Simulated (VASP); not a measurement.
Crystal: CaMg.

```
CELL_PARAMETERS angstrom
1.82875 1.05583 5.65289
-1.82875 1.05583 5.65289
0.00000 -2.11166 5.65289
ATOMIC_POSITIONS crystal
Ca 0.00000 0.00000 0.00000
Mg 0.50000 0.50000 0.50000
```

The cell comes from a database or a generator and needn't be the stable form of this composition.

| Property | Result |
| --- | --- |
| Program | VASP 6.6.1 |
| Task | relaxation of cell and atoms |
| Functional | LDA |
| Potentials or basis | VASP PAW LDA potentials, release 64 (Ca_sv, Mg) |
| Cutoff | 600 eV |
| k mesh | 8 × 8 × 8 |
| Occupations | methfessel-paxton, width 0.02 eV |
| Spin | no spin polarisation |

At the start: pressure -2.0 GPa; volume 32.74 Å³/atom.

Question: How do energy, volume and symmetry change on relaxing?

Answer: Over 5 steps the energy falls by 25.1 meV/atom and the volume is 29.98 Å³/atom (-8.4 %); space group R-3m (No. 166, to 0.05 Å).

Step by step:
```tsv
step	energy change (eV)	largest force (eV/Å)	pressure (GPa)	volume (Å³)
1	0.0000	0.0000	-2.02	65.49
2	-0.0446	0.0000	-0.71	61.64
3	-0.0498	0.0000	-0.08	60.19
4	-0.0500	0.0000	0.08	59.84
5	-0.0502	0.0000	0.05	59.96
```

Final structure:
```cif
data_structure
_symmetry_space_group_name_H-M 'P 1'
_symmetry_Int_Tables_number 1
_cell_length_a 5.7411
_cell_length_b 5.7411
_cell_length_c 5.7411
_cell_angle_alpha 36.509
_cell_angle_beta 36.509
_cell_angle_gamma 36.509
_cell_volume 59.96
loop_
_atom_site_label
_atom_site_type_symbol
_atom_site_fract_x
_atom_site_fract_y
_atom_site_fract_z
_atom_site_occupancy
Ca1 Ca 0.00000 0.00000 0.00000 1
Mg1 Mg 0.50000 0.50000 0.50000 1
```
